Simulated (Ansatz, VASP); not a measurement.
## One calculation of CuMo4, two programs

```xyz
5
Lattice="4.4578 0.0000 0.0000 0.0000 4.4578 0.0000 0.0000 0.0000 4.4578" Properties=species:S:1:pos:R:3 pbc="T T T"
Cu    0.0000    0.0000    0.0000
Mo    2.2289    0.0000    0.0000
Mo    0.0000    2.2289    0.0000
Mo    0.0000    0.0000    2.2289
Mo    2.2289    2.2289    2.2289
```

Alike in both runs: functional PBE; k mesh 8 × 8 × 8; occupations gaussian, width 0.1 eV; no spin polarisation.

Ansatz relaxed the structure, and its values are those at the end. VASP's run is a single point on that final structure, the one shown.

```csv
,VASP,Ansatz
version,VASP 6.6.1,Ansatz 0.2.0
potentials or method,"VASP PAW PBE potentials, release 64 (Cu, Mo_sv)","scalar-relativistic, plane waves, PAW"
plane-wave cutoff (eV),520,420
valence electrons in the cell,67,75
```

|  | VASP | Ansatz | Ansatz less VASP |
| --- | --- | --- | --- |
| gap on the k mesh at the Fermi level (eV) | none | none | - |
| pressure (GPa) | 0.3 | 0.0 | -0.29 |

A gap of «none» marks a metal or a gap that the smearing closes. The two sets of potentials don't hold the same shells in valence.
